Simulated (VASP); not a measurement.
```yaml
crystal:
  lattice:
    - [1.51144, -2.61789, 0.00000]
    - [1.51144, 2.61789, 0.00000]
    - [0.00000, 0.00000, 3.41235]
  atoms:
    - { symbol: Mg, position: [0.00000, 0.00000, 0.00000] }
    - { symbol: B, position: [0.33333, 0.66667, 0.50000] }
    - { symbol: B, position: [0.66667, 0.33333, 0.50000] }
```

These are vdW-DF-cx, VASP's PBE PAW potentials (set 64) (plane waves; VASP) values and carry that method's errors. Settings: 520 eV cut-off, 11×11×9 Γ-centred mesh, first-order Methfessel-Paxton smearing of 0.10 eV, potentials Mg B.

Task: What does the run give for the energy per atom (σ→0), pressure, band gap (on the k-mesh) with the smallest direct gap where there is one?

Result: 
```json
{
  "band gap (on the k-mesh)": "none (metal, semimetal or under 0.01 eV)",
  "energy per atom (σ→0)": "-4.293 eV/atom",
  "pressure": "10.33 GPa"
}
```

The compound is MgB2 in the AlB2 type structure. This cell is one point of a volume scan, at 0.94 of the reference volume.
